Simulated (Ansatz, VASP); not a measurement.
MgCdSeS2: VASP beside Ansatz

```xyz
5
Lattice="2.6951 -4.5066 0.0000 2.6951 4.5066 0.0000 0.0000 0.0000 5.2121" Properties=species:S:1:pos:R:3 pbc="T T T"
Mg    0.0000    0.0000    0.0000
Cd    2.6951    0.0000    0.0000
Se    2.6951    0.0000    2.6061
S     2.6951   -2.4746    2.6061
S     2.6951    2.4746    2.6061
```

Alike in both runs: functional PBE; k mesh 4 × 4 × 4; occupations gaussian, width 0.1 eV; no spin polarisation.

Ansatz relaxed the structure, and its values are those at the end. VASP's run is a single point on that final structure, the one shown.

|  | VASP | Ansatz |
| --- | --- | --- |
| version | VASP 6.6.1 | Ansatz 0.2.0 |
| potentials or method | VASP PAW PBE potentials, release 64 (Mg, Cd, Se, S) | scalar-relativistic, plane waves, PAW |
| plane-wave cutoff (eV) | 520 | 420 |
| valence electrons in the cell | 32 | 58 |

|  | VASP | Ansatz | Ansatz less VASP |
| --- | --- | --- | --- |
| gap on the k mesh at the Fermi level (eV) | none | none | - |
| pressure (GPa) | 0.1 | 0.0 | -0.04 |
| rms of the force components (eV/Å) | 0.007 | 0.004 | -0.0024 |

A gap of «none» marks a metal or a gap that the smearing closes. With one functional, cell and mesh, what is left measures potentials, basis and numerics. The two sets of potentials don't hold the same shells in valence.
